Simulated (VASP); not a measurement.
Given:

```
Hg3Sb
1.0
   -2.12054     2.12054     5.14794
    2.12054    -2.12054     5.14794
    2.12054     2.12054    -5.14794
Hg Sb
3 1
Direct
  0.75000   0.25000   0.50000
  0.25000   0.75000   0.50000
  0.50000   0.50000   0.00000
  0.00000   0.00000   0.00000
```

All values below come from LDA (Ceperley-Alder, Perdew-Zunger), VASP's LDA PAW potentials (set 64) (plane waves; VASP 6.6.1). Run with 400 eV cut-off, 9×9×9 Γ-centred mesh, first-order Methfessel-Paxton smearing of 0.10 eV, potentials Hg Sb.

Unless said otherwise, spin-orbit coupling is left out, though it shifts the bands of the heavy elements here.

Problem. What does the run give for the energy per atom (σ→0), band gap (on the k-mesh) with the smallest direct gap where there is one?

Solution. 
| Quantity | Value |
|---|---|
| band gap (on the k-mesh) | none (metal, semimetal or under 0.01 eV) |
| energy per atom (σ→0) | -1.824 eV/atom |

The structure comes from a computed database's Hg3Sb entry (I4/mmm); how it stands against other phases isn't given here. It was relaxed first, which changed the volume by -12 %. The start is the result of an earlier pass. The electron count is odd and the run is not spin-polarised, which forces a metal.
